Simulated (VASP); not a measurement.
The system is BaHRh.

```
CELL_PARAMETERS angstrom
3.76639 0.00000 0.00000
0.00000 3.76639 0.00000
0.00000 0.00000 3.84384
ATOMIC_POSITIONS crystal
Ba 0.00000 0.00000 0.00000
H 0.50000 0.50000 0.00000
Rh 0.50000 0.50000 0.50000
```

The cell was built by a generator and needn't be a form met in nature.

| Item | Value |
| --- | --- |
| Program | VASP 6.6.1 |
| Task | relaxation of cell and atoms |
| Functional | rSCAN |
| Potentials or basis | VASP PAW PBE potentials, release 64 (Ba_sv, H, Rh_pv) |
| Cutoff | 600 eV |
| k mesh | 7 × 7 × 7 |
| Occupations | gaussian, width 0.05 eV |
| Spin | no spin polarisation |

At the start: pressure 2.6 GPa; volume 18.18 Å³/atom.

Problem. Where does the relaxation end?

Solution. Over 7 steps the energy falls by 120.6 meV/atom and the volume is 19.40 Å³/atom (+6.7 %); space group P4/mmm (No. 123, to 0.05 Å).

The path:
```csv
step,energy change (eV),largest force (eV/Å),pressure (GPa),volume (Å³)
1,0.0000,0.0000,2.64,54.53
2,-0.2452,0.0000,0.30,56.82
3,-0.3514,0.0000,-0.97,58.73
4,-0.3571,0.0000,-1.20,59.25
5,-0.3569,0.0000,-1.18,59.16
6,-0.3606,0.0000,0.47,57.74
7,-0.3617,0.0000,-0.06,58.19
```

Final structure:
```
CELL_PARAMETERS angstrom
4.07006 0.00000 0.00000
0.00000 4.07006 0.00000
0.00000 0.00000 3.51257
ATOMIC_POSITIONS crystal
Ba 0.00000 0.00000 0.00000
H 0.50000 0.50000 0.00000
Rh 0.50000 0.50000 0.50000
```

Caveat: the PAW data sets were made with another functional, which shifts forces and pressure a little.
